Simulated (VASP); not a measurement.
Input of a VASP 6.6.1 run:

The input POSCAR:

```
TiMnF3
1.0
    3.7787819600      0.0000000000      0.0000000000
    0.0000000000      3.7787819600      0.0000000000
    0.0000000000      0.0000000000      3.7787819600
Ti Mn F
1 1 3
Direct
    0.5000000000      0.5000000000      0.5000000000
    0.0000000000      0.0000000000      0.0000000000
    0.5000000000      0.5000000000      0.0000000000
    0.0000000000      0.5000000000      0.5000000000
    0.5000000000      0.0000000000      0.5000000000
```

File INCAR.step1:

```
SYSTEM = TiMnF3
ALGO = Normal ; EDIFF = 1E-4
ENCUT = 520 ; GGA = PE
ISMEAR = -5 ; LASPH = .True.
LCHARG = .False. ; LMAXMIX = 4
LREAL = .False. ; LWAVE = .True.
NELM = 100 ; PREC = Accurate
SIGMA = 0.0421
```

Contents of INCAR.step2:

```
SYSTEM = TiMnF3
ALGO = Normal ; EDIFF = 1E-6
ENCUT = 520 ; ISIF = 2
ISMEAR = 1 ; ISTART = 1
LASPH = .True. ; LCHARG = .False.
LMAXMIX = 4 ; LMIXTAU = .True.
LORBIT = 10 ; LREAL = .False.
LWAVE = .False. ; METAGGA = R2SCAN
NELM = 100 ; PREC = Accurate
SIGMA = 0.0421
```

KPOINTS

```
k-points
0
Gamma
  7 7 7
  0 0 0
```

Potentials or basis: VASP PAW PBE potentials, release 64 (Ti_sv, Mn_pv, F).

Run with:

```bash
$ cat potpaw_PBE.64/Ti_sv/POTCAR potpaw_PBE.64/Mn_pv/POTCAR potpaw_PBE.64/F/POTCAR > POTCAR
$ cp INCAR.step1 INCAR
$ mpirun -np 1 vasp_std > vasp.out
$ cp INCAR.step2 INCAR
$ mpirun -np 1 vasp_std > vasp.out
```

Problem. What does it give for the pressure?

Solution. 26.2 GPa.

Problem. Estimate the band gap on the k mesh.

Solution. None (metal or under the smearing width).

Caveat: so large a pressure means that the cell lies far from this level's equilibrium, or that cutoff or potentials fall short; the potentials were made for another functional, which shifts forces and pressure; the run has no spin polarisation, though such a crystal can be magnetic; semilocal functionals often make such compounds metallic where correlation or magnetic order opens a gap, which also shifts bond lengths. With open d or f shells a metallic result of r2SCAN can be an artefact of self-interaction; +U or a hybrid may open a gap.
